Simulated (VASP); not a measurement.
Method: LDA (Ceperley-Alder, Perdew-Zunger), VASP's LDA PAW potentials (set 64) (plane waves; VASP).

The input files of a VASP run:

INCAR:
```
SYSTEM = Ru
PREC = Accurate
ENCUT = 300
EDIFF = 1E-6
NELM = 100
ALGO = Normal
LREAL = .FALSE.
LASPH = .TRUE.
ISMEAR = 0
SIGMA = 0.1
LMAXMIX = 4
LWAVE = .FALSE.
LCHARG = .FALSE.
ISIF = 2
```

**POSCAR**
```
Ru
8.8161950
  0.3107996137   0.0000000000   0.0000000000
 -0.1553998068   0.2691604485   0.0000000000
  0.0000000000   0.0000000000   1.0000000000
Ru
4
Cart
  0.0000000000   0.0000000000   0.0000000000
  0.0000000000   0.0000000000   0.5000000000
 -0.0000001554   0.1794403887   0.2500000000
  0.1553999622   0.0897200598   0.7500000000
```

KPOINTS:
```
Regular mesh
0
G
9 9 3
0 0 0
```

POTCAR, in this order: Ru_pv (LDA.64 set). Program: vasp_std.

The resulting files:

File OSZICAR:
```
       N       E                     dE             d eps       ncg     rms          rms(c)
DAV:   1     0.477243987060E+03    0.47724E+03   -0.25668E+04  1744   0.126E+03
DAV:   2    -0.270262112376E+02   -0.50427E+03   -0.49451E+03  1759   0.450E+02
DAV:   3    -0.447681044764E+02   -0.17742E+02   -0.17218E+02  2053   0.800E+01
DAV:   4    -0.451079989677E+02   -0.33989E+00   -0.33865E+00  1838   0.926E+00
DAV:   5    -0.451157530754E+02   -0.77541E-02   -0.77476E-02  1936   0.137E+00    0.228E+01
DAV:   6    -0.422702090884E+02    0.28455E+01   -0.10021E+01  1717   0.223E+01    0.509E+00
DAV:   7    -0.421211034554E+02    0.14911E+00   -0.68084E-01  1911   0.456E+00    0.145E+00
DAV:   8    -0.421073223266E+02    0.13781E-01   -0.65324E-02  2046   0.239E+00    0.930E-01
DAV:   9    -0.421007202165E+02    0.66021E-02   -0.97241E-02  1993   0.280E+00    0.513E-01
DAV:  10    -0.420975021997E+02    0.32180E-02   -0.15538E-02  1994   0.118E+00    0.356E-02
DAV:  11    -0.420975424053E+02   -0.40206E-04   -0.29297E-04  1882   0.129E-01    0.191E-02
DAV:  12    -0.420975500353E+02   -0.76300E-05   -0.17624E-05  1872   0.378E-02    0.499E-03
DAV:  13    -0.420975479304E+02    0.21049E-05   -0.35012E-06  1334   0.156E-02    0.254E-03
DAV:  14    -0.420975479836E+02   -0.53196E-07   -0.14962E-07   870   0.320E-03
   1 F= -.42097548E+02 E0= -.42087236E+02  d E =-.206235E-01
```

OUTCAR:
```
------------------------ aborting loop because EDIFF is reached ----------------------------------------
  FORCE on cell =-STRESS in cart. coord.  units (eV):
  Direction    XX          YY          ZZ          XY          YZ          ZX
  --------------------------------------------------------------------------------------
  Total       -9.1012324     -9.1012383     -9.4154227      0.0000000     -0.0000000      0.0000000
  in kB     -254.3756352   -254.3758007   -263.1571216      0.0000000     -0.0000000      0.0000000
  external PRESSURE =    -257.3028525 kB  Pullay stress =       0.0000000 kB
  volume of cell :       57.32
      direct lattice vectors                 reciprocal lattice vectors
     2.740070000  0.000000000  0.000000000     0.364954180  0.210706326  0.000000000
    -1.370035000  2.372971000  0.000000000     0.000000000  0.421412651  0.000000000
     0.000000000  0.000000000  8.816195000     0.000000000  0.000000000  0.113427618
 POSITION                                       TOTAL-FORCE (eV/Angst)
 -----------------------------------------------------------------------------------
      0.00000      0.00000      0.00000         0.000000      0.000000      0.000000
      0.00000      0.00000      4.40810         0.000000      0.000000      0.000000
     -0.00000      1.58198      2.20405        -0.000000     -0.000000     -0.000000
      1.37004      0.79099      6.61215         0.000000      0.000000     -0.000000
 -----------------------------------------------------------------------------------
    total drift:                                0.000000     -0.000000      0.000000
  FREE ENERGIE OF THE ION-ELECTRON SYSTEM (eV)
  ---------------------------------------------------
  free  energy   TOTEN  =       -42.0975479836 eV

  energy  without entropy=      -42.0769244623  energy(sigma->0) =      -42.08723622
```
(Selected blocks of OUTCAR.)

**OUTCAR**
```
 val. band max:       11.6986266014   @ k =   0.2222   0.2222   0.0000

 cond. band min:      11.7525932628   @ k =   0.3333   0.1111   0.3333


 Fermi energy:        11.7473242407

 k-point     1 :       0.0000    0.0000    0.0000
  band No.  band energies     occupation
      1     -31.4864      2.00000
      2     -31.0536      2.00000
      3     -30.9977      2.00000
      4     -30.7048      2.00000
      5     -30.7048      2.00000
      6     -30.6436      2.00000
      7     -30.6436      2.00000
      8     -30.6314      2.00000
      9     -30.6314      2.00000
     10     -30.5696      2.00000
     11     -30.5696      2.00000
     12     -30.5427      2.00000
     13       4.0038      2.00000
     14       5.8619      2.00000
     15       5.8653      2.00000
     16       5.9280      2.00000
     17       9.0792      2.00000
     18       9.0904      2.00000
     19       9.1178      2.00000
     20       9.1178      2.00000
     21       9.1496      2.00000
     22       9.1496      2.00000
     23       9.3693      2.00000
     24       9.6323      2.00000
     25       9.6323      2.00000
     26       9.7324      2.00000
     27       9.7324      2.00000
     28      10.9707      2.00000
     29      10.9707      2.00000
     30      11.6406      1.86888
     31      11.6406      1.86887
     32      12.2448      0.00000
     33      12.2448      0.00000

 k-point     2 :       0.1111    0.0000    0.0000
  band No.  band energies     occupation
      1     -31.4513      2.00000
      2     -31.0667      2.00000
      3     -31.0156      2.00000
      4     -30.7818      2.00000
      5     -30.7303      2.00000
      6     -30.6937      2.00000
      7     -30.6899      2.00000
      8     -30.6624      2.00000
      9     -30.6502      2.00000
     10     -30.6484      2.00000
     11     -30.5816      2.00000
     12     -30.5575      2.00000
     13       4.4351      2.00000
     14       6.2328      2.00000
     15       6.2536      2.00000
...
```

At this cut-off the stress carries a Pulay error, which pulls relaxed volumes low.

The structure was generated: Ru was put into an ordered model structure, which need not be its known phase. The cell was not relaxed at this level.
